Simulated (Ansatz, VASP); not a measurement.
# GaAs: VASP beside Ansatz, part 2 of 2

Wanted: the spread between two codes on one cell, functional and k mesh. The structure shown comes from an earlier Ansatz run, which isn't shown and may have moved the atoms alone.

VASP 6.6.1 and Ansatz 0.2.0.

So far: The starting structure; Ansatz: elastic constants, r2SCAN.

## Step 3: VASP: elastic constants, r2SCAN

Level of this step: r2SCAN; plane waves and PAW (Ga_d, As) (VASP).

The same cell, functional and mesh now go to VASP, with its own data sets.

Lines of VASP's logs that name or quote its potential files are left out, and so is its time.

Input file INCAR:

```
SYSTEM = GaAs
PREC = Accurate
ENCUT = 550
EDIFF = 1E-08
NELM = 120
ISMEAR = 0
SIGMA = 0.01
LREAL = .FALSE.
ALGO = Normal
METAGGA = R2SCAN
LASPH = .TRUE.
NBANDS = 15
LORBIT = 11
LWAVE = .FALSE.
LCHARG = .FALSE.
ISIF = 3
IBRION = 6
NFREE = 2
POTIM = 0.015
NSW = 1
GGA_COMPAT = .FALSE.
EFERMI = MIDGAP
LMIXTAU = .TRUE.
KPAR = 2
```

Input file POSCAR:

```
GaAs
1.0
    0.0000000000      2.8334885295      2.8334885295
    2.8334885295      0.0000000000      2.8334885295
    2.8334885295      2.8334885295      0.0000000000
Ga As
1 1
Direct
    0.0000000000      0.0000000000      0.0000000000
    0.2500000000      0.2500000000      0.2500000000
```

Input file KPOINTS:

```
Automatic mesh
0
Gamma
10 10 10
0 0 0
```

PAW data sets: Ga_d and As (PBE family, release 64).

Command:

```bash
$ mpirun -np 2 vasp_std
```

Numbers of over 12 decimals in the logs are rounded to 6 here.

The program printed:

```text
[banner, memory and clock lines left out]
running    2 mpi-ranks, on    1 nodes
 distrk:  each k-point on    1 cores,    2 groups
 distr:  one band on    1 cores,    1 groups

 POSCAR found type information on POSCAR GaAs
 POSCAR found :  2 types and       2 ions
|                                                                             |
|               ----> ADVICE to this user running VASP <----                  |
|                                                                             |
|     You enforced a specific xc type in the INCAR file but a different       |
|     [... a line on the potential file left out ...]
|     I HOPE YOU KNOW WHAT YOU ARE DOING!                                     |
|                                                                             |

 LDA part: xc-table for (None), standard interpolation
 POSCAR, INCAR and KPOINTS ok, starting setup
 FFT: planning ... GRIDC
 FFT: planning ... GRID_SOFT
 FFT: planning ... GRID
 WAVECAR not read
 entering main loop
       N       E                     dE             d eps       ncg     rms          rms(c)
DAV:   1     0.681238956277E+02    0.68124E+02   -0.95596E+03  1418   0.175E+03
DAV:   2    -0.222245447655E+02   -0.90348E+02   -0.86642E+02  1606   0.339E+02
DAV:   3    -0.290274059462E+02   -0.68029E+01   -0.67809E+01  1697   0.726E+01
DAV:   4    -0.291366032569E+02   -0.10920E+00   -0.10918E+00  1706   0.104E+01
DAV:   5    -0.291382261768E+02   -0.16229E-02   -0.16229E-02  1774   0.113E+00    0.316E+00
DAV:   6    -0.270097817005E+02    0.21284E+01   -0.57029E-01  1641   0.151E+01    0.193E+00
DAV:   7    -0.271108536587E+02   -0.10107E+00   -0.30236E-01  1536   0.674E+00    0.877E-01
DAV:   8    -0.270278939391E+02    0.82960E-01   -0.13712E-01  1431   0.457E+00    0.354E-01
DAV:   9    -0.269616928660E+02    0.66201E-01   -0.23620E-01  1424   0.420E+00    0.230E-01
DAV:  10    -0.269620561987E+02   -0.36333E-03   -0.80838E-02  1410   0.248E+00    0.720E-02
DAV:  11    -0.270542414624E+02   -0.92185E-01   -0.46760E-02  1410   0.176E+00    0.590E-02
DAV:  12    -0.270516909793E+02    0.25505E-02   -0.11975E-03  1907   0.336E-01    0.276E-02
DAV:  13    -0.270555849579E+02   -0.38940E-02   -0.12053E-03  1452   0.357E-01    0.146E-02
DAV:  14    -0.270560188802E+02   -0.43392E-03   -0.32180E-04  1662   0.205E-01    0.637E-03
DAV:  15    -0.270560996684E+02   -0.80788E-04   -0.67267E-05  1501   0.981E-02    0.622E-03
DAV:  16    -0.270561161670E+02   -0.16499E-04   -0.29969E-06  1893   0.189E-02    0.349E-03
DAV:  17    -0.270561192025E+02   -0.30355E-05   -0.42453E-07  1648   0.739E-03    0.148E-03
DAV:  18    -0.270561231468E+02   -0.39443E-05   -0.15401E-06  1494   0.146E-02    0.551E-04
DAV:  19    -0.270561232757E+02   -0.12887E-06   -0.52219E-08  1627   0.266E-03    0.243E-04
DAV:  20    -0.270561231741E+02    0.10159E-06   -0.20233E-08  1648   0.141E-03    0.349E-04
DAV:  21    -0.270561232409E+02   -0.66826E-07   -0.59701E-09  1181   0.783E-04    0.233E-04
DAV:  22    -0.270561232519E+02   -0.10944E-07   -0.12318E-09  1055   0.375E-04    0.958E-05
DAV:  23    -0.270561233152E+02   -0.63312E-07   -0.82025E-10   887   0.416E-04    0.139E-05
DAV:  24    -0.270561233059E+02    0.93332E-08   -0.35946E-10   775   0.194E-04
   1 F= -.27056123E+02 E0= -.27056123E+02  d E =0.000000E+00
[...]
12 F= -.27053604E+02 E0= -.27053604E+02  d E =0.000000E+00
[...]
13 F= -.27053637E+02 E0= -.27053637E+02  d E =0.000000E+00
[...]
14 F= -.27055099E+02 E0= -.27055099E+02  d E =0.000000E+00
[...]
15 F= -.27055099E+02 E0= -.27055099E+02  d E =0.000000E+00
[...]
16 F= -.27055064E+02 E0= -.27055064E+02  d E =0.000000E+00
 Finite differences progress:
  Degree of freedom:   8/  8
  Displacement:        1/  2
  Total:              15/ 16
 bond charge predicted
       N       E                     dE             d eps       ncg     rms          rms(c)
DAV:   1    -0.270531217742E+02    0.19418E-02   -0.26201E-01  5186   0.224E+00    0.133E-01
DAV:   2    -0.270550050224E+02   -0.18832E-02   -0.93643E-03  6558   0.667E-01    0.706E-02
DAV:   3    -0.270549703235E+02    0.34699E-04   -0.19141E-04  5858   0.170E-01    0.199E-02
DAV:   4    -0.270550157562E+02   -0.45433E-04   -0.16471E-04  5718   0.103E-01    0.883E-03
DAV:   5    -0.270550634666E+02   -0.47710E-04   -0.36906E-05  5620   0.464E-02    0.432E-03
DAV:   6    -0.270550625274E+02    0.93925E-06   -0.28654E-06  6733   0.133E-02    0.837E-04
DAV:   7    -0.270550635421E+02   -0.10147E-05   -0.95785E-07  5571   0.797E-03    0.924E-04
DAV:   8    -0.270550635175E+02    0.24620E-07   -0.12177E-07  6159   0.280E-03    0.348E-04
DAV:   9    -0.270550635648E+02   -0.47280E-07   -0.73864E-08  6005   0.240E-03    0.834E-05
DAV:  10    -0.270550635831E+02   -0.18372E-07   -0.50839E-09  4735   0.621E-04    0.504E-05
DAV:  11    -0.270550635840E+02   -0.88357E-09   -0.10781E-09  3293   0.254E-04
  17 F= -.27055064E+02 E0= -.27055064E+02  d E =0.000000E+00
 Finite differences progress:
  Degree of freedom:   8/  8
  Displacement:        2/  2
  Total:              16/ 16
```

OUTCAR, selected parts (step 3):

```text
ion  position               nearest neighbor table
   1  0.000  0.000  0.000-   2 2.45   2 2.45   2 2.45   2 2.45
   2  0.250  0.250  0.250-   1 2.45   1 2.45   1 2.45   1 2.45

  LATTYP: Found a face centered cubic cell.
 ALAT       =     5.6669770590

 Subroutine GETGRP returns: Found 24 space group operations
 (whereof 24 operations were pure point group operations)

The static configuration has the point symmetry T_d .

 Found     47 irreducible k-points:

   k-points           NKPTS =     47   k-points in BZ     NKDIM =     47   number of bands    NBANDS=     15

   dimension x,y,z NGX =    32 NGY =   32 NGZ =   32
   dimension x,y,z NGXF=    64 NGYF=   64 NGZF=   64

   ENCUT  =  550.0 eV  40.42 Ry    6.36 a.u.   7.66  7.66  7.66*2*pi/ulx,y,z

   NELECT =      18.0000    total number of electrons

 k-points in reciprocal lattice and weights: Automatic mesh
   0.00000000  0.00000000  0.00000000       0.001
   0.10000000  0.00000000  0.00000000       0.008
   0.20000000  0.00000000  0.00000000       0.008
   0.30000000  0.00000000  0.00000000       0.008
   0.40000000  0.00000000  0.00000000       0.008
   0.50000000  0.00000000  0.00000000       0.004
   0.10000000  0.10000000  0.00000000       0.006
   0.20000000  0.10000000  0.00000000       0.024
   0.30000000  0.10000000  0.00000000       0.024
[...]
-0.30000000  0.40000000  0.20000000       0.024
  -0.30000000  0.50000000  0.20000000       0.012

 average (electrostatic) potential at core
       1 -71.3136       2 -54.9797

 E-fermi :   4.1051

 k-point     1 :       0.0000    0.0000    0.0000
  band No.  band energies     occupation
    ...
      5     -11.5227      2.00000
      6      -9.5468      2.00000
      7       3.5642      2.00000
      8       3.6125      2.00000
      9       3.6587      2.00000
     10       4.5515      0.00000
     11       7.6201      0.00000
     12       7.6508      0.00000
     13       7.6837      0.00000
     14      11.8361      0.00000
    ...

 k-point     2 :       0.1000    0.0000    0.0000
  band No.  band energies     occupation
    ...
      5     -11.5228      2.00000
      6      -9.4238      2.00000
      7       2.1402      2.00000
      8       3.4336      2.00000
      9       3.4952      2.00000
     10       5.4368      0.00000
     11       7.8631      0.00000
     12       7.9017      0.00000
     13       7.9550      0.00000
     14      12.4811      0.00000
    ...

 k-point     3 :       0.2000    0.0000    0.0000
  band No.  band energies     occupation
    ...
      5     -11.5228      2.00000
      6      -9.0713      2.00000
      7       0.2843      2.00000
      8       3.0788      2.00000
      9       3.1407      2.00000
     10       5.5612      0.00000
     11       8.3393      0.00000
     12       8.4042      0.00000
     13       9.1912      0.00000
     14      13.0655      0.00000
    ...

  Total        0.0262194      0.0285093      0.0285093      0.0000000      0.1054921      0.0000000
  in kB        0.9232903      1.0039300      1.0039300      0.0000000      3.7148063      0.0000000
  external PRESSURE =       0.9770501 kB  Pullay stress =       0.0000000 kB

  energy-cutoff  :      550.00
  volume of cell :       45.50
      direct lattice vectors                 reciprocal lattice vectors
     0.000000000  2.833488529  2.833488529    -0.176460923  0.176460923  0.176460923
     2.833488529  0.000000000  2.833488529     0.176460923 -0.176460923  0.176460923
     2.833488529  2.833488529  0.000000000     0.176460923  0.176460923 -0.176460923

 POSITION                                       TOTAL-FORCE (eV/Angst)
 -----------------------------------------------------------------------------------
      0.00000      0.00000      0.00000        -0.141697     -0.000000     -0.000000
      1.40174      1.41674      1.41674         0.141697      0.000000      0.000000
 -----------------------------------------------------------------------------------
    total drift:                               -0.000997     -0.000001     -0.000000

  FREE ENERGIE OF THE ION-ELECTRON SYSTEM (eV)
  ---------------------------------------------------
  free  energy   TOTEN  =       -27.0550635840 eV

  energy  without entropy=      -27.0550635840  energy(sigma->0) =      -27.05506358

  SYMMETRIZED ELASTIC MODULI (kBar)
 Direction    XX          YY          ZZ          XY          YZ          ZX
 --------------------------------------------------------------------------------
 XX        1172.3965    498.9910    498.9910      0.0000      0.0000      0.0000
 YY         498.9910   1172.3965    498.9910      0.0000      0.0000      0.0000
 ZZ         498.9910    498.9910   1172.3965      0.0000      0.0000      0.0000
 XY           0.0000      0.0000      0.0000    780.3429      0.0000      0.0000
 YZ           0.0000      0.0000      0.0000      0.0000    780.3429      0.0000
 ZX           0.0000      0.0000      0.0000      0.0000      0.0000    780.3429
 --------------------------------------------------------------------------------

 Eigenvectors and eigenvalues of the dynamical matrix
 ----------------------------------------------------

   1 f  =    7.953897 THz    49.975807 2PiTHz  265.313435 cm-1    32.894659 meV
             X         Y         Z           dx          dy          dz
      0.000000  0.000000  0.000000     0.000000    0.716180    0.000000
      1.416744  1.416744  1.416744     0.000000   -0.697915    0.000000

   2 f  =    7.953897 THz    49.975807 2PiTHz  265.313435 cm-1    32.894659 meV
             X         Y         Z           dx          dy          dz
      0.000000  0.000000  0.000000     0.716180    0.000000    0.000000
      1.416744  1.416744  1.416744    -0.697915    0.000000    0.000000

   3 f  =    7.953897 THz    49.975807 2PiTHz  265.313435 cm-1    32.894659 meV
             X         Y         Z           dx          dy          dz
      0.000000  0.000000  0.000000     0.000000    0.000000    0.716180
      1.416744  1.416744  1.416744     0.000000    0.000000   -0.697915

   4 f/i=    0.040244 THz     0.252858 2PiTHz    1.342380 cm-1     0.166434 meV
             X         Y         Z           dx          dy          dz
      0.000000  0.000000  0.000000    -0.697915    0.000000    0.000000
      1.416744  1.416744  1.416744    -0.716180    0.000000    0.000000

   5 f/i=    0.040244 THz     0.252858 2PiTHz    1.342380 cm-1     0.166434 meV
             X         Y         Z           dx          dy          dz
      0.000000  0.000000  0.000000     0.000000   -0.697915    0.000000
      1.416744  1.416744  1.416744     0.000000   -0.716180    0.000000

   6 f/i=    0.040244 THz     0.252858 2PiTHz    1.342380 cm-1     0.166434 meV
             X         Y         Z           dx          dy          dz
      0.000000  0.000000  0.000000     0.000000    0.000000   -0.697915
      1.416744  1.416744  1.416744     0.000000    0.000000   -0.716180

 ELASTIC MODULI CONTR FROM IONIC RELAXATION (kBar)
 Direction    XX          YY          ZZ          XY          YZ          ZX
 --------------------------------------------------------------------------------
 XX          -0.0000     -0.0000     -0.0000      0.0000      0.0000     -0.0000
 YY          -0.0000     -0.0000     -0.0000      0.0000      0.0000     -0.0000
 ZZ          -0.0000     -0.0000     -0.0000      0.0000      0.0000     -0.0000
 XY           0.0000      0.0000      0.0000   -184.2210      0.0000      0.0000
 YZ           0.0000      0.0000      0.0000      0.0000   -184.2210      0.0000
 ZX          -0.0000     -0.0000     -0.0000      0.0000      0.0000   -184.2210
 --------------------------------------------------------------------------------

 TOTAL ELASTIC MODULI (kBar)
 Direction    XX          YY          ZZ          XY          YZ          ZX
 --------------------------------------------------------------------------------
 XX        1172.3965    498.9910    498.9910      0.0000      0.0000     -0.0000
 YY         498.9910   1172.3965    498.9910      0.0000      0.0000     -0.0000
 ZZ         498.9910    498.9910   1172.3965      0.0000      0.0000      0.0000
 XY           0.0000      0.0000      0.0000    596.1219      0.0000      0.0000
 YZ           0.0000      0.0000      0.0000      0.0000    596.1219      0.0000
 ZX          -0.0000     -0.0000      0.0000      0.0000      0.0000    596.1219
 --------------------------------------------------------------------------------

 total charge
# of ion       s       p       d       tot
------------------------------------------
    1        0.848   0.788   9.997  11.633
    2        1.204   1.634   0.032   2.870
--------------------------------------------------
tot          2.053   2.422  10.029  14.504

[... 3 further parts left out ...]
```

The last energy, forces, stress and levels in OUTCAR belong to the last displaced cell, not to the cell of POSCAR.

Levels, forces or a CONTCAR printed for this step are those of its last displaced cell, not of the structure at rest.

## Step 4: Side by side

Known differences besides the potentials themselves: VASP keeps PBE cores, Ansatz makes them for the functional; fixed occupations in Ansatz, narrow Gaussian smearing in VASP; the data sets hold 28 valence electrons in Ansatz (on its default PAW (the set named soft_2) files) and 18 in VASP; the cutoff is 500 eV in Ansatz and 550 eV in VASP; VASP takes each elastic constant from one size of strain, Ansatz from those that its log lists. Total energies have different zeros and are not compared.

The two programs side by side:

```csv
quantity,Ansatz,VASP,difference
C11 (GPa),117.1,117.2,-0.08 %
C22 (GPa),117.1,117.2,-0.08 %
C33 (GPa),117.1,117.2,-0.08 %
C12 (GPa),49.9,49.9,-0.02 %
C13 (GPa),49.9,49.9,-0.02 %
C23 (GPa),49.9,49.9,-0.02 %
C44 (GPa),60.3,59.6,+1.23 %
C55 (GPa),60.3,59.6,+1.23 %
C66 (GPa),60.3,59.6,+1.23 %
```

## Step 5: Results

```json
{
  "difference in C44 (elastic constants, r2SCAN)": "1.2 %"
}
```

In words: The difference in C44 is 1.2 % (elastic constants, r2SCAN), within the 5 % picked in this series as the mark of a large difference. The data sets hold unlike numbers of valence electrons (28 in Ansatz and 18 in VASP), so part of the differences comes from the potentials. 1 further run of this series is not shown here. Such differences can come from data sets, numerical settings and the points named under the comparisons, not from the functional's error against experiment.

[Lines on the potential files, build, host, timing and source positions are cut from VASP's logs without a mark.]

[Logs are printed without paths, hosts, clocks, repeated set-up lines and the standing remarks that a program may print on its own settings, such as how far it seeks lower states.]

[Hosts, paths, dates, database ids (printed as entryN), source tags and the programs' standing remarks are cut or masked in the printed files.]
